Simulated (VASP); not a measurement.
Input:

```yaml
crystal:
  lattice:
    - [1.81560, -3.14471, 0.00000]
    - [1.81560, 3.14471, 0.00000]
    - [0.00000, 0.00000, 5.70180]
  atoms:
    - { symbol: Er, position: [0.33333, 0.66667, 0.25000] }
    - { symbol: Er, position: [0.66667, 0.33333, 0.75000] }
```

Computed with PBE GGA, VASP's PBE PAW potentials (set 64) (plane waves; VASP). Numerical set-up: 400 eV cut-off, 9×9×5 Γ-centred mesh, first-order Methfessel-Paxton smearing of 0.10 eV, potentials Er_3.

The 4f electrons are frozen in the core of the lanthanide potential, so 4f levels, which can set the real gap, and their magnetism are missing.

Problem. Estimate the energy per atom (σ→0), pressure, band gap (on the k-mesh) with the smallest direct gap where there is one.

Solution. 
band gap (on the k-mesh): none (metal, semimetal or under 0.01 eV)
energy per atom (σ→0): -432.6 kJ/mol of atoms
pressure: -2.16 GPa

The absolute energy has meaning only against runs of the same code, potentials and settings.

The compound is Er in the hcp structure. The cell was not relaxed at this level.
